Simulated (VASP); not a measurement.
Crystal: HfO2.

```
Hf O
1.0
     0.00000    2.55000    2.55000
     2.55000    0.00000    2.55000
     2.55000    2.55000    0.00000
Hf O
1 2
Cartesian
  0.0000 0.0000 0.0000
  1.2750 1.2750 1.2750
  3.8250 3.8250 3.8250
```

The cell was built by a generator and needn't be a form met in nature.

Base run:

```yaml
Program: VASP 6.6.1
Functional: PBE
Potentials_or_basis: VASP PAW PBE potentials, release 64 (Hf_pv, O)
Cutoff: 700 eV
k_mesh: 6 × 6 × 6
Occupations: gaussian, width 0.05 eV
Spin: no spin polarisation
```

Its results: band gap on the k mesh 3.76 eV, direct; pressure -4.2 GPa.

Task: The run is repeated on the same cell with these changes: functional from PBE to PBEsol. What comes out?

Result: Band gap on the k mesh 3.63 eV, direct; pressure -11.8 GPa.

PBEsol binds more tightly than PBE, so the same cell stands under less pressure.

Caveats: spin-orbit coupling is left out, which moves the levels of the heavy elements; the PAW data sets were made with another functional, which shifts forces and pressure a little (some runs).

A k mesh can miss the band edges.

Not every run made on this cell is shown here.
